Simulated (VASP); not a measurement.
Level of theory: PBEsol GGA, VASP's PBE PAW potentials (set 64) (plane waves; VASP).

A VASP calculation is set up with these files.

### POSCAR
```
RbAu5
1
    5.7620000000     0.0000000000     0.0000000000
   -2.8810000000     4.9900380000     0.0000000000
    0.0000000000     0.0000000000     4.4420000000
Rb Au
1 5
Direct
  0.0000000000   0.0000000000   0.0000000000
  0.3333330000   0.6666670000   0.0000000000
  0.6666670000   0.3333330000   0.0000000000
  0.5000000000   0.0000000000   0.5000000000
  0.5000000000   0.5000000000   0.5000000000
  0.0000000000   0.5000000000   0.5000000000
```

**KPOINTS_OPT**
```
k-points along high-symmetry lines
6
Line-mode
Reciprocal
  0.000000   0.000000   0.000000 ! GAMMA
  0.500000   0.000000   0.000000 ! M

  0.500000   0.000000   0.000000 ! M
  0.333333   0.333333   0.000000 ! K

  0.333333   0.333333   0.000000 ! K
  0.000000   0.000000   0.000000 ! GAMMA

  0.000000   0.000000   0.000000 ! GAMMA
  0.000000   0.000000   0.500000 ! A

  0.000000   0.000000   0.500000 ! A
  0.500000   0.000000   0.500000 ! L

  0.500000   0.000000   0.500000 ! L
  0.333333   0.333333   0.500000 ! H

  0.333333   0.333333   0.500000 ! H
  0.000000   0.000000   0.500000 ! A

  0.500000   0.000000   0.500000 ! L
  0.500000   0.000000   0.000000 ! M

  0.333333   0.333333   0.500000 ! H
  0.333333   0.333333   0.000000 ! K
```

### KPOINTS
```
Regular mesh
0
Gamma
 5 5 5
```

INCAR:
```
LWAVE = .FALSE.
ALGO = Normal   ! blocked Davidson
SYSTEM = RbAu5
NELM = 100   ! most electronic steps
GGA = PS
LMAXMIX = 6
ENCUT = 300   ! plane-wave cut-off (eV)
PREC = Accurate
SIGMA = 0.05   ! width (eV)
EDIFF = 1E-6   ! SCF stop (eV)
LREAL = .FALSE.   ! projection in real space or not
ISMEAR = -1
LASPH = .TRUE.
ISIF = 2   ! forces and stress, cell fixed
LCHARG = .FALSE.
```

POTCAR, in this order: Rb_sv Au (PBE.64 set). Program: vasp_std.

**Question.** What will the output report for the number of irreducible k-points (NKPTS), largest plane-wave count, number of space-group operations, FFT grid (NGX, NGY, NGZ)?

**Answer.** 
The number of irreducible k-points (NKPTS) is 15 and the largest plane-wave count is 1518. The number of space-group operations comes out as 24 and the FFT grid (NGX, NGY, NGZ) is 36 × 36 × 28.

The structure comes from a measured RbAu5 entry (P6/mmm) of the Crystallography Open Database, whose conditions weren't checked. The cell was not relaxed at this level.
